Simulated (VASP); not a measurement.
Output of a VASP run:

OSZICAR:
```
       N       E                     dE             d eps       ncg     rms          rms(c)
DAV:   1     0.495487687130E+03    0.49549E+03   -0.26631E+04  1680   0.206E+03
DAV:   2    -0.194156500191E+02   -0.51490E+03   -0.50966E+03  2152   0.528E+02
DAV:   3    -0.502495415301E+02   -0.30834E+02   -0.29968E+02  1752   0.137E+02
DAV:   4    -0.512417345829E+02   -0.99219E+00   -0.98940E+00  2944   0.217E+01
DAV:   5    -0.512516208480E+02   -0.98863E-02   -0.98737E-02  2016   0.175E+00    0.414E+01
DAV:   6    -0.429147234530E+02    0.83369E+01   -0.89500E+01  2320   0.747E+01    0.189E+01
DAV:   7    -0.420226742617E+02    0.89205E+00   -0.28006E+01  1936   0.481E+01    0.183E+01
DAV:   8    -0.413898547235E+02    0.63282E+00   -0.39637E+00  1904   0.188E+01    0.238E+00
DAV:   9    -0.414023501705E+02   -0.12495E-01   -0.16209E-01  2280   0.262E+00    0.141E+00
DAV:  10    -0.413936197913E+02    0.87304E-02   -0.85152E-02  1864   0.290E+00    0.347E-01
DAV:  11    -0.413925260480E+02    0.10937E-02   -0.82390E-03  1848   0.765E-01    0.987E-02
DAV:  12    -0.413925843744E+02   -0.58326E-04   -0.42567E-04  2264   0.175E-01    0.101E-01
DAV:  13    -0.413925529837E+02    0.31391E-04   -0.22178E-04  1888   0.140E-01    0.120E-02
DAV:  14    -0.413925540343E+02   -0.10506E-05   -0.15154E-05  2208   0.261E-02    0.869E-03
DAV:  15    -0.413925534435E+02    0.59081E-06   -0.37491E-06  1488   0.130E-02
   1 F= -.41392553E+02 E0= -.41391752E+02  d E =-.413926E+02
```

### OUTCAR
```
------------------------ aborting loop because EDIFF is reached ----------------------------------------
  FORCE on cell =-STRESS in cart. coord.  units (eV):
  Direction    XX          YY          ZZ          XY          YZ          ZX
  --------------------------------------------------------------------------------------
  Total       -0.0901883     -0.0901883     -0.0901883     -0.0000000      0.0000000     -0.0000000
  in kB       -2.6012872     -2.6012872     -2.6012872     -0.0000000      0.0000000     -0.0000000
  external PRESSURE =      -2.6012872 kB  Pullay stress =       0.0000000 kB
  volume of cell :       55.55
      direct lattice vectors                 reciprocal lattice vectors
     3.815553682  0.000000000  0.000000000     0.262085161  0.000000000  0.000000000
     0.000000000  3.815553682  0.000000000     0.000000000  0.262085161  0.000000000
     0.000000000  0.000000000  3.815553682     0.000000000  0.000000000  0.262085161
 POSITION                                       TOTAL-FORCE (eV/Angst)
 -----------------------------------------------------------------------------------
      0.00000      0.00000      0.00000         0.000000      0.000000      0.000000
      1.90778      1.90778      1.90778         0.000000      0.000000      0.000000
      1.90778      0.00000      1.90778         0.000000      0.000000      0.000000
      0.00000      1.90778      1.90778         0.000000      0.000000      0.000000
      1.90778      1.90778      0.00000         0.000000      0.000000      0.000000
 -----------------------------------------------------------------------------------
    total drift:                                0.000000     -0.000000     -0.000000
  FREE ENERGIE OF THE ION-ELECTRON SYSTEM (eV)
  ---------------------------------------------------
  free  energy   TOTEN  =       -41.3925534435 eV

  energy  without entropy=      -41.3901497032  energy(sigma->0) =      -41.39175220

 reached required accuracy - stopping structural energy minimisation
```
(Selected blocks of OUTCAR.)

File POSCAR:
```
SrVO3
1
    3.8155536819     0.0000000000     0.0000000000
    0.0000000000     3.8155536819     0.0000000000
    0.0000000000     0.0000000000     3.8155536819
Sr V O
1 1 3
Direct
  0.0000000000   0.0000000000   0.0000000000
  0.5000000000   0.5000000000   0.5000000000
  0.5000000000   0.0000000000   0.5000000000
  0.0000000000   0.5000000000   0.5000000000
  0.5000000000   0.5000000000   0.0000000000
```

Problem. Write an INCAR and KPOINTS that could have produced this output.

Solution. One answer among several that fit: the input of the run itself, PBEsol GGA, plane waves, VASP's PBE PAW potentials (set 64).

**INCAR**
```
SYSTEM = SrVO3
PREC = Accurate; ENCUT = 620; LREAL = F
LASPH = T
EDIFF = 1E-6; NELM = 100; ALGO = Normal
LMAXMIX = 4
ISMEAR = 1; SIGMA = 0.1
GGA = PS
IBRION = 2; NSW = 40; ISIF = 3
EDIFFG = -0.02
LWAVE = F; LCHARG = F
```

**KPOINTS**
```
Automatic mesh
0
Gamma
8 8 8
0 0 0
```

POTCAR, in this order: Sr_sv V_sv O (PBE.64 set). Program: vasp_std.

The compound is SrVO3 in the cubic perovskite structure. It was relaxed first. The run is not spin-polarised, so no magnetic state was tried. The electron count is odd and the run is not spin-polarised, which forces a metal.
